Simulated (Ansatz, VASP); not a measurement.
# Cross-check of SiC214 between VASP and Ansatz, part 2 of 2

Wanted: the spread between two codes on one cell, functional and k mesh. The cell is taken from a series of runs on this material, whose earlier steps may have relaxed, scaled, displaced or heated it; both programs get it as it stands.

VASP 6.6.1 and Ansatz 0.2.0.

So far: Starting point; Ansatz: single point, LDA.

### 3. VASP: single point, LDA

Level of this step: LDA, spin-polarised from a ferromagnetic start; plane waves and PAW (C, Si) (VASP).

The same cell, functional (in two slightly different forms), mesh and smearing now go to VASP, with its own data sets.

Lines of VASP's logs that name or quote its potential files are left out, and so is its time.

Input file INCAR:

```
SYSTEM = SiC214
PREC = Accurate
ENCUT = 520
EDIFF = 1E-06
NELM = 200
ISMEAR = -1
SIGMA = 0.01
LREAL = Auto
ALGO = Normal
GGA = PW92
NELECT = 861
NBANDS = 581
ISPIN = 2
MAGMOM = 0 0 0 0 0 0 0 0 0 0 0 0 0 0 0 0 0 0 0 0 0 0 0 0 0 0 0 0 0 0 0 0 0 0 0 0 0 0 0 0 0 0 0 0 0 0 0 0 0 0 0 0 0 0 0 0 0 0 0 0 0 0 0 0 0 0 0 0 0 0 0 0 0 0 0 0 0 0 0 0 0 0 0 0 0 0 0 0 0 0 0 0 0 0 0 0 0 0 0 0 0 0 0 0 0.05 0 0 0.05 0.05 0.05 0 0.05 0.05 0 0 0 0 0 0 0 0 0 0 0 0 0 0 0 0 0 0 0 0 0 0 0 0 0 0 0 0 0 0 0 0 0 0 0 0 0 0 0 0 0 0 0 0 0 0 0 0 0 0 0 0 0 0 0 0 0 0 0 0 0 0 0 0 0 0 0 0 0 0 0 0 0 0 0 0 0 0 0 0 0 0 0 0 0 0 0 0 0 0 0 0 0 0 0 0 0 0 0 0 0 0.02
LORBIT = 11
LWAVE = .FALSE.
LCHARG = .FALSE.
ISIF = 2
NUPDOWN = 1
LASPH = .TRUE.
GGA_COMPAT = .FALSE.
```

Input file POSCAR:

```
SiC214
1.0
   10.5952089393      0.0000000000      0.0000000000
    0.0000000000     10.5952089393      0.0000000000
    0.0000000000      0.0000000000     10.5952089393
C Si
214 1
Direct
    0.9998000000      0.9998000000      0.1665600000
    0.0004400000      0.1667600000      0.9995600000
[... 13 atom lines left out ...]
    0.2532600000      0.2532600000      0.5805600000
[... 19 atom lines left out ...]
    0.1663700000      0.5005200000      0.4994800000
    0.0838900000      0.4172800000      0.5827200000
[... 1 atom line left out ...]
    0.2475700000      0.4160800000      0.4128600000
    0.2475700000      0.5871400000      0.5839200000
[... 2 atom lines left out ...]
    0.1691200000      0.3351800000      0.6648200000
[... 3 atom lines left out ...]
    0.2532600000      0.4194400000      0.7467400000
[... 34 atom lines left out ...]
    0.3331700000      0.1646800000      0.3311600000
[... 1 atom line left out ...]
    0.5005200000      0.1663700000      0.4994800000
    0.4172800000      0.0838900000      0.5827200000
    0.4160800000      0.2475700000      0.4128600000
[... 1 atom line left out ...]
    0.5871400000      0.2475700000      0.5839200000
[... 1 atom line left out ...]
    0.3351800000      0.1691200000      0.6648200000
[... 3 atom lines left out ...]
    0.4194400000      0.2532600000      0.7467400000
[... 5 atom lines left out ...]
    0.4993800000      0.4993800000      0.1672300000
    0.4161400000      0.4161400000      0.2497100000
[... 2 atom lines left out ...]
    0.5814800000      0.5814800000      0.2524600000
    0.3329600000      0.3329600000      0.4898600000
    0.3295200000      0.5005800000      0.3309000000
    0.5005800000      0.3295200000      0.3309000000
    0.4065300000      0.5837000000      0.4163000000
    0.5837000000      0.4065300000      0.4163000000
    0.5837000000      0.5837000000      0.5934700000
    0.3351800000      0.3351800000      0.8308800000
    0.3329600000      0.5101400000      0.6670400000
    0.5101400000      0.3329600000      0.6670400000
    0.5005200000      0.5005200000      0.8336300000
    0.4172800000      0.4172800000      0.9161100000
    0.4160800000      0.5871400000      0.7524300000
    0.5871400000      0.4160800000      0.7524300000
[... 9 atom lines left out ...]
    0.3295200000      0.6691000000      0.4994200000
[... 1 atom line left out ...]
    0.4972300000      0.6634100000      0.3365900000
    0.4993800000      0.8327700000      0.5006200000
    0.4161400000      0.7502900000      0.5838600000
[... 1 atom line left out ...]
    0.5814800000      0.7475400000      0.4185200000
[... 1 atom line left out ...]
    0.3331700000      0.6688400000      0.8353200000
[... 1 atom line left out ...]
    0.5005800000      0.6691000000      0.6704800000
[... 37 atom lines left out ...]
    0.6691000000      0.3295200000      0.4994200000
    0.6634100000      0.4972300000      0.3365900000
[... 1 atom line left out ...]
    0.8327700000      0.4993800000      0.5006200000
    0.7502900000      0.4161400000      0.5838600000
    0.7475400000      0.5814800000      0.4185200000
[... 3 atom lines left out ...]
    0.6691000000      0.5005800000      0.6704800000
[... 14 atom lines left out ...]
    0.6634100000      0.6634100000      0.5027700000
[... 15 atom lines left out ...]
    0.4583300000      0.4583300000      0.5416700000
```

Input file KPOINTS:

```
Automatic mesh
0
Gamma
1 1 1
0 0 0
```

The projector-augmented-wave data sets are C and Si (LDA family, release 64).

Launch:

```sh
export OMP_NUM_THREADS=3
mpirun -np 1 vasp_gam
```

Numbers of over 12 decimals in the logs are rounded to 6 here.

What it wrote:

```text
[banner, memory and clock lines left out]
running    1 mpi-ranks, on    1 nodes
[...]
Offloading initialized ...    1 GPUs detected
[...]
|                                                                             |
|               ----> ADVICE to this user running VASP <----                  |
|                                                                             |
|     You enforced a specific xc type in the INCAR file but a different       |
|     [... a line on the potential file left out ...]
|     I HOPE YOU KNOW WHAT YOU ARE DOING!                                     |
|                                                                             |

 LDA part: xc-table for (Slater(with rela. corr.)+PW92), standard interpolation
 POSCAR, INCAR and KPOINTS ok, starting setup
[...]
entering main loop
       N       E                     dE             d eps       ncg     rms          rms(c)
DAV:   1     0.597704284961E+04    0.59770E+04   -0.52651E+05  2324   0.155E+03
DAV:   2    -0.165984942597E+04   -0.76369E+04   -0.71539E+04  3046   0.355E+02
DAV:   3    -0.223868981130E+04   -0.57884E+03   -0.57249E+03  2920   0.934E+01
DAV:   4    -0.225220420838E+04   -0.13514E+02   -0.13447E+02  2888   0.156E+01
DAV:   5    -0.225255583715E+04   -0.35163E+00   -0.35086E+00  2912   0.231E+00BRMIX: very serious problems
 the old and the new charge density differ
 old charge density:   860.00000 new  861.00000
    0.620E+01
DAV:   6    -0.218102081270E+04    0.71535E+02   -0.54500E+01  2720   0.895E+00    0.358E+01
DAV:   7    -0.215690054846E+04    0.24120E+02   -0.66030E+01  2728   0.976E+00    0.791E+00
DAV:   8    -0.215682989602E+04    0.70652E-01   -0.27405E+00  2840   0.213E+00    0.204E+00
DAV:   9    -0.215682984374E+04    0.52282E-04   -0.14586E-01  2856   0.541E-01    0.770E-01
[...]
DAV:  13    -0.215682988664E+04    0.46966E-05   -0.48058E-05  3040   0.147E-02    0.219E-02
DAV:  14    -0.215682988857E+04   -0.19347E-05   -0.22850E-05  2952   0.780E-03    0.883E-03
DAV:  15    -0.215682988895E+04   -0.37424E-06   -0.38454E-06  2280   0.264E-03
   1 F= -.21568299E+04 E0= -.21568230E+04  d E =-.138629E-01  mag=     1.0000
```

From OUTCAR (step 3):

```text
 magnetization (x)
# of ion       s       p       d       tot
------------------------------------------
    1        0.000   0.001   0.000   0.001
    2        0.000   0.001   0.000   0.001
    3        0.000   0.001   0.000   0.001
    4        0.000   0.001   0.000   0.001
    5        0.000   0.001   0.000   0.001
    6       -0.000   0.000   0.000   0.000
[...]
213        0.000   0.001   0.000   0.001
  214        0.000   0.001   0.000   0.001
  215       -0.002  -0.005   0.000  -0.007
--------------------------------------------------
tot          0.047   0.621   0.000   0.668
```

The run ends at a pressure of 4.11 GPa, with forces up to 0.029 eV/Å.

### 4. Side by side

Known differences besides the potentials themselves: VASP starts from the moments at which Ansatz ended; the two LDA forms differ slightly; the cutoff is 420 eV in Ansatz and 520 eV in VASP (PREC = Accurate, projectors in real space); VASP's log shows a relativistic correction to its local exchange, Ansatz's none; site moments are counted in spheres of each program's own size. Total energies have different zeros and are not compared.

The two programs side by side:

```tsv
quantity	Ansatz	VASP	difference
total moment, fixed by the input (μB)	1.00	1.00	0.00
moment on C105 (μB)	0.05	0.07	-0.01
moment on C113 (μB)	0.05	0.07	-0.01
moment on C109 (μB)	0.05	0.07	-0.01
moment on C110 (μB)	0.05	0.07	-0.01
moment on C108 (μB)	0.05	0.07	-0.01
moment on C112 (μB)	0.05	0.07	-0.01
```

The largest component of a force difference here is 25 meV/Å. The cell carries a charge of -1 e against a uniform background, so its pressure also hangs on how the neutralising background is counted, and in a defect's cell a gap may be the spacing between its levels.

### 5. What came out

```json
{
  "difference in moment on C105 (single point, LDA)": "-0.015 μB"
}
```

**Reading.** The difference in moment on C105 is -0.015 μB (single point, LDA). How closely two codes agree says nothing of how well the functional describes the real material.

[Lines on the potential files, build, host, timing and source positions are cut from VASP's logs without a mark.]

[Logs are printed without paths, hosts, clocks, repeated set-up lines and the standing remarks that a program may print on its own settings, such as how far it seeks lower states.]

[Hosts, paths, dates, database ids (printed as entryN), source tags and the programs' standing remarks are cut or masked in the printed files.]
